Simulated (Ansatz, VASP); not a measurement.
# Al11In11B10As32 (random zinc-blende (B, In, Al)As solid solution): VASP beside Ansatz

Aim: how closely do two programs agree when they are given the same cell, functional and k mesh? Of the first pair: The structure shown is the start of the Ansatz relaxation below; VASP solves that cell, so the two are compared at the walk's first step.

Program: Ansatz 0.2.0. Level of theory: plane waves, with VASP 6.6.1 beside it; single point at PBE. Results are calculated unless marked as measured.

### 1. Set-up

The cell holds 64 atoms: 10 B, 32 As, 11 Al and 11 In. Cell: a = 10.998 Å, b = 10.998 Å, c = 10.998 Å, α = 90.0°, β = 90.0°, γ = 90.0°. As first built, before any earlier steps moved the atoms (in the runner's words): zinc-blende lattice (a = 5.499 A, the mean of the end members), 2 x 2 x 2 cells, metal sites filled at random with 10 B, 11 In, 11 Al; every coordinate displaced by a Gaussian of 0.05 A.

### 2. Ansatz: relaxation, PBE

Ansatz runs on its PAW soft_1 files.

The two programs are compared at the cell with which this relaxation starts, whose forces are those of its first step.

Input file input.yaml:

```yaml
crystal:
  lattice:
    - [10.998, 0.0, 0.0]
    - [0.0, 10.998, 0.0]
    - [0.0, 0.0, 10.998]
  atoms:
    - { symbol: B, position: [0.9997749261646595, 0.0005925633945121218, 0.9958074253551519] }
    - { symbol: As, position: [0.12593671669607986, 0.12215228222920076, 0.13209979500305108] }
    - { symbol: Al, position: [0.9997151640354439, 0.24938155968587083, 0.2476930399097416] }
    - { symbol: As, position: [0.13371412148882905, 0.37042341270905954, 0.36580337967732796] }
    - { symbol: B, position: [0.24870510663282477, 0.002004695747747306, 0.2539010809341674] }
    - { symbol: As, position: [0.3638815917707908, 0.1266727559568011, 0.37110148888739075] }
    - { symbol: B, position: [0.2516417755746543, 0.2516673119959852, 0.9962886058718048] }
    - { symbol: As, position: [0.37584216678021837, 0.3734512849258716, 0.1305664153270493] }
    - { symbol: Al, position: [0.002958760140037058, 0.003051065802460627, 0.49314411616715587] }
    - { symbol: As, position: [0.11875038594910563, 0.12495218742482955, 0.6245097033214739] }
    - { symbol: B, position: [0.9994262396828096, 0.25143351560071125, 0.7525068089575023] }
    - { symbol: As, position: [0.12675889252089736, 0.3669697395499443, 0.872603771950263] }
    - { symbol: In, position: [0.25863978334507864, 0.9981906604772072, 0.752834176414152] }
    - { symbol: As, position: [0.3714295130045299, 0.12813917851102133, 0.8677086178023105] }
    - { symbol: Al, position: [0.25044429566244747, 0.261366027799499, 0.5021075608337858] }
    - { symbol: As, position: [0.37685117632896215, 0.3761608727525752, 0.62209792102804] }
    - { symbol: In, position: [0.9977014010382457, 0.5006513426965812, 0.9996209583196737] }
    - { symbol: As, position: [0.13117806839768917, 0.625213214626305, 0.13285838972127134] }
    - { symbol: In, position: [0.9950743915872718, 0.7575767577494203, 0.24518974540453384] }
    - { symbol: As, position: [0.12759161059102475, 0.8761840018037242, 0.37571421609032085] }
    - { symbol: B, position: [0.24798288201293742, 0.5028799289364413, 0.24893941824996368] }
    - { symbol: As, position: [0.3744735196591496, 0.622344168965929, 0.3716801221623652] }
    - { symbol: Al, position: [0.24834651048078543, 0.749216030416826, 0.00436373412672634] }
    - { symbol: As, position: [0.37796919960588815, 0.8741417872241676, 0.12352224143756015] }
    - { symbol: In, position: [0.9882201432586832, 0.49363793852775084, 0.5052167152930007] }
    - { symbol: As, position: [0.12965101304690893, 0.6229589434367284, 0.624430050810353] }
    - { symbol: Al, position: [0.0012836154648727285, 0.7422030757248065, 0.7504781322282591] }
    - { symbol: As, position: [0.1281934102398014, 0.8787841764427082, 0.8772300095065769] }
    - { symbol: Al, position: [0.25184019643216116, 0.49871345081665647, 0.7457405267613483] }
    - { symbol: As, position: [0.37151827364910495, 0.6172404109446326, 0.8710423390719414] }
    - { symbol: In, position: [0.2573683635906067, 0.7508454292064937, 0.5041971368579063] }
    - { symbol: As, position: [0.37653241203423293, 0.8737237649276833, 0.6275365105289441] }
    - { symbol: B, position: [0.5127876452071218, 0.9934332803754585, 0.996405238434922] }
    - { symbol: As, position: [0.626469731401811, 0.12715005374440855, 0.12696842529272062] }
    - { symbol: B, position: [0.5014011584415525, 0.24365863629877751, 0.24986615037148455] }
    - { symbol: As, position: [0.625787682582578, 0.3759687096948753, 0.37021165755611257] }
    - { symbol: B, position: [0.744021677218365, 0.990739346810756, 0.24445442702693027] }
    - { symbol: As, position: [0.8723966189460041, 0.12016865000089126, 0.3811777450845777] }
    - { symbol: B, position: [0.7527873507564828, 0.24680229088467365, 0.008853212023878475] }
    - { symbol: As, position: [0.8769058922926443, 0.37679191904030657, 0.12643307868590203] }
    - { symbol: B, position: [0.4968025504533384, 0.9931817928141705, 0.49655666260205134] }
    - { symbol: As, position: [0.63054497717916, 0.12910641327864533, 0.6230025484543279] }
    - { symbol: In, position: [0.5049113196607706, 0.24224374150451722, 0.7531008759699428] }
    - { symbol: As, position: [0.6277313219107611, 0.3735780775311762, 0.8700315662399448] }
    - { symbol: Al, position: [0.756090476137828, 0.9985573596746244, 0.7517013259198503] }
    - { symbol: As, position: [0.8704710702442647, 0.11974667726864656, 0.8788844983531308] }
    - { symbol: In, position: [0.7478197993211612, 0.2556061292874247, 0.4971137543293078] }
    - { symbol: As, position: [0.880402566938427, 0.3756673788939712, 0.6265107396101837] }
    - { symbol: In, position: [0.49834922382446173, 0.5058664287746439, 1.1838305983756593e-05] }
    - { symbol: As, position: [0.6301209031046039, 0.6305035219979106, 0.12355128265823487] }
    - { symbol: In, position: [0.49314088247198573, 0.7502391044841433, 0.25217286107352554] }
    - { symbol: As, position: [0.6230220317477769, 0.8657812883584143, 0.37299240838996667] }
    - { symbol: Al, position: [0.7484174420856115, 0.5043411740923086, 0.258007381665431] }
    - { symbol: As, position: [0.8711890469774854, 0.6230471526917577, 0.3752155325373505] }
    - { symbol: In, position: [0.7442643689746682, 0.7551532519196466, 0.9944123530895776] }
    - { symbol: As, position: [0.8722923646981662, 0.8714461056445225, 0.13028950489260552] }
    - { symbol: In, position: [0.5025074105039311, 0.5002302219050689, 0.4982270058034321] }
    - { symbol: As, position: [0.6304504216960837, 0.6233444296609801, 0.6269150460136287] }
    - { symbol: Al, position: [0.4974456821153289, 0.745256223761138, 0.7523523335153404] }
    - { symbol: As, position: [0.6293612801645498, 0.8787785222103223, 0.873423250277031] }
    - { symbol: Al, position: [0.7497222095523798, 0.5033164645371418, 0.7501510271521177] }
    - { symbol: As, position: [0.8736951742187273, 0.6273339382360941, 0.8738861712077753] }
    - { symbol: Al, position: [0.7477125997333091, 0.7516141710275162, 0.5044699189189037] }
    - { symbol: As, position: [0.8717169957450516, 0.8719055509462289, 0.6247928927400986] }
kpoints:
  mp_grid:
    grid: [1, 1, 1]
hamiltonian:
  xc: pbe
  pseudopotentials:
    kind: paw
    xc_functional: pbe
    azcp:
      folder: "./paw"
scf:
  occupations:
    method: fermi_dirac
    width: 0.025
relax:
  f_tol: 0.05
  max_steps: 150
  cell: {}
output:
  forces: true
```

Command:

```bash
$ python relax_and_compare.py
```

### 3. VASP: single point, PBE, start cell, pair 1

The same cell, functional, mesh and smearing now go to VASP, with its own data sets.

Lines of VASP's logs that name or quote its potential files are left out, and so is its time.

Input file INCAR:

```
SYSTEM = Al11In11B10As32
PREC = Accurate
ENCUT = 420
EDIFF = 1E-06
NELM = 120
ISMEAR = -1
SIGMA = 0.025
LREAL = Auto
ALGO = Normal
GGA = PE
NBANDS = 232
LORBIT = 11
LWAVE = .FALSE.
LCHARG = .FALSE.
ISIF = 2
LASPH = .TRUE.
GGA_COMPAT = .FALSE.
EFERMI = MIDGAP
NCORE = 2
```

Input file POSCAR:

```
Al11In11B10As32
1.0
   10.9980000000      0.0000000000      0.0000000000
    0.0000000000     10.9980000000      0.0000000000
    0.0000000000      0.0000000000     10.9980000000
B As Al In
10 32 11 11
Direct
    0.9997726859      0.0005910165      0.9958083288
    0.2487088562      0.0020003637      0.2539007092
    0.2516457538      0.2516639389      0.9962902346
    0.9994271686      0.2514366248      0.7525095472
    0.2479814512      0.5028823422      0.2489361702
    0.5127841426      0.9934351700      0.9964084379
    0.5014002546      0.2436624841      0.2498636116
    0.7440261866      0.9907437716      0.2444535370
    0.7527914166      0.2467994181      0.0088561557
    0.4967994181      0.9931805783      0.4965539189
    0.1259410802      0.1221494817      0.1320967449
    0.1337152209      0.3704218949      0.3658028732
    0.3638843426      0.1266684852      0.3711038371
    0.3758410620      0.3734497181      0.1305691944
    0.1187488634      0.1249499909      0.6245135479
    0.1267594108      0.3669667212      0.8726041098
    0.3714311693      0.1281414803      0.8677123113
    0.3768503364      0.3761593017      0.6220949264
    0.1311783961      0.6252136752      0.1328605201
    0.1275959265      0.8761865794      0.3757137661
    0.3744771777      0.6223404255      0.3716766685
    0.3779687216      0.8741407529      0.1235224586
    0.1296508456      0.6229587198      0.6244317149
    0.1281960356      0.8787870522      0.8772322240
    0.3715220949      0.6172394981      0.8710401891
    0.3765320967      0.8737224950      0.6275322786
    0.6264684488      0.1271503910      0.1269685397
    0.6257865066      0.3759683579      0.3702127660
    0.8723949809      0.1201673031      0.3811783961
    0.8769048918      0.3767957811      0.1264320786
    0.6305419167      0.1291052919      0.6230041826
    0.6277323150      0.3735770140      0.8700309147
    0.8704673577      0.1197490453      0.8788870704
    0.8804055283      0.3756683033      0.6265139116
    0.6301236588      0.6305055465      0.1235497363
    0.6230223677      0.8657846881      0.3729950900
    0.8711856701      0.6230496454      0.3752136752
    0.8722949627      0.8714493544      0.1302873250
    0.6304509911      0.6233406074      0.6269139844
    0.6293598836      0.8787779596      0.8734224404
    0.8736952173      0.6273322422      0.8738861611
    0.8717130387      0.8719039825      0.6247954173
    0.9997181306      0.2493817058      0.2476904892
    0.0029550827      0.0030551009      0.4931442080
    0.2504455356      0.2613657029      0.5021094744
    0.2483451537      0.7492180396      0.0043644299
    0.0012820513      0.7421985816      0.7504819058
    0.2518366976      0.4987179487      0.7457446809
    0.7560920167      0.9985542826      0.7517003091
    0.7484178942      0.5043371522      0.2580105474
    0.4974449900      0.7452536825      0.7523549736
    0.7497181306      0.5033187852      0.7501545736
    0.7477086743      0.7516184761      0.5044735406
    0.2586379342      0.9981905801      0.7528368794
    0.9976995817      0.5006546645      0.9996181124
    0.9950718312      0.7575741044      0.2451900346
    0.9882160393      0.4936352064      0.5052191308
    0.2573649755      0.7508456083      0.5042007638
    0.5049099836      0.2422440444      0.7531005637
    0.7478177851      0.2556101109      0.4971176578
    0.4983451537      0.5058647027      0.0000090926
    0.4931442080      0.7502364066      0.2521731224
    0.7442625932      0.7551554828      0.9944080742
    0.5025095472      0.5002273141      0.4982269504
```

Input file KPOINTS:

```
Automatic mesh
0
Gamma
1 1 1
0 0 0
```

Potentials, in the order of the species: B, As, Al and In_d (PBE family, release 64).

Command:

```bash
$ mpirun -np 8 vasp_gam
```

Output:

```text
[banner, memory and clock lines left out]
running    8 mpi-ranks, on    1 nodes
[...]
LDA part: xc-table for (Slater+PW92), standard interpolation
 POSCAR, INCAR and KPOINTS ok, starting setup
[...]
entering main loop
       N       E                     dE             d eps       ncg     rms          rms(c)
DAV:   1     0.405808813336E+04    0.40581E+04   -0.13618E+05   464   0.149E+03
DAV:   2     0.609728828013E+03   -0.34484E+04   -0.32870E+04   488   0.392E+02
DAV:   3    -0.178046874070E+03   -0.78778E+03   -0.71614E+03   552   0.192E+02
DAV:   4    -0.266265499654E+03   -0.88219E+02   -0.86074E+02   600   0.619E+01
[...]
DAV:  15    -0.261698782655E+03   -0.16467E-05   -0.11371E-05   496   0.717E-03    0.262E-02
DAV:  16    -0.261698790682E+03   -0.80273E-05   -0.40677E-06   424   0.528E-03    0.196E-02
DAV:  17    -0.261698790197E+03    0.48518E-06   -0.66701E-07   304   0.350E-03
   1 F= -.26169879E+03 E0= -.26169879E+03  d E =-.283328E-06
```

From OUTCAR (step 3):

```text
  Total       93.5887528     91.4681139     93.7079135      7.3771483    -10.4913274      6.2593887
  in kB      112.7179538    110.1638640    112.8614705      8.8850106    -12.6357165      7.5387850
  external PRESSURE =     111.9144294 kB  Pullay stress =       0.0000000 kB

 POSITION                                       TOTAL-FORCE (eV/Angst)
 -----------------------------------------------------------------------------------
     10.99550      0.00650     10.95190         0.180496      0.085117      0.570185
      2.73530      0.02200      2.79240        -0.064659      0.071104     -0.414841
      2.76760      2.76780     10.95720        -0.068967     -0.431915      0.350724
     10.99170      2.76530      8.27610         0.161898     -0.401788     -0.048285
      2.72730      5.53070      2.73780         0.294174     -0.495710      0.270206
      5.63960     10.92580     10.95850        -0.722850      0.601539      0.323054
      5.51440      2.67980      2.74800        -0.439536      0.234586     -0.065561
      8.18280     10.89620      2.68850         0.279901      0.421780      0.459137
      8.27920      2.71430      0.09740         0.037283      0.146237     -0.331339
      5.46380     10.92300      5.46110         0.219199      0.302906     -0.023135
      1.38510      1.34340      1.45280         1.453696     -1.464003     -2.190365
      1.47060      4.07390      4.02310         0.699633      1.941453     -1.508696
      4.00200      1.39310      4.08140         2.066138     -1.678222     -0.925383
      4.13350      4.10720      1.43600        -2.006615     -1.918518      1.453186
[...]
-----------------------------------------------------------------------------------
    total drift:                                0.031260      0.033692     -0.015005

  FREE ENERGIE OF THE ION-ELECTRON SYSTEM (eV)
  ---------------------------------------------------
  free  energy   TOTEN  =      -261.6987901970 eV

  energy  without entropy=     -261.6987899137  energy(sigma->0) =     -261.69879006

[... 2 further parts left out ...]
```

The run ends at a pressure of 11.19 GPa, with forces up to 7.0 eV/Å.

### 4. Comparison

Known differences besides the potentials themselves: the data sets hold 686 valence electrons in Ansatz (on its PAW soft_1 files) and 366 in VASP; Ansatz takes its cutoff from its data sets, VASP runs at 420 eV. Total energies have different zeros and are not compared.

Forces on 9 of the 64 atoms, those with the largest forces and the largest differences (eV/Å; atoms numbered as in POSCAR):

```csv
atom,"Ansatz x, y, z","VASP x, y, z"
As17,"0.391, 0.666, 6.868","0.395, 0.663, 6.868"
As26,"4.686, 1.325, -1.324","4.679, 1.332, -1.322"
As28,"-1.938, -1.439, -3.642","-1.952, -1.455, -3.645"
As31,"-1.169, -4.706, -0.957","-1.171, -4.705, -0.961"
As34,"-1.090, -3.445, 5.818","-1.079, -3.445, 5.811"
As36,"1.506, 4.622, 1.641","1.494, 4.637, 1.631"
As38,"-2.036, 6.287, -2.228","-2.028, 6.288, -2.231"
As40,"-3.968, 2.843, -0.952","-3.967, 2.836, -0.947"
Al45,"-0.513, -1.228, 0.208","-0.518, -1.249, 0.201"
```

The forces differ by 6.8 meV/Å r.m.s., which is 0.4 % of the r.m.s. force of 1.711 eV/Å (both taken over all components).

### 5. Ansatz: relaxation, PBE

This run makes the geometry at which the two programs are then compared. The cell compared in this pair holds 1397.85 Å³, against 1330.27 Å³ for the pair before.

The structure compared here is the end of the Ansatz relaxation.

input.yaml is that of step 2.

Command:

```bash
$ python relax_and_compare.py
```

(Continued in part 2 of 2.)

[Lines on the potential files, build, host, timing and source positions are cut from VASP's logs without a mark.]

[Logs are printed without paths, hosts, clocks, repeated set-up lines and the standing remarks that a program may print on its own settings, such as how far it seeks lower states.]

[Hosts, paths, dates, database ids (printed as entryN), source tags and the programs' standing remarks are cut or masked in the printed files.]
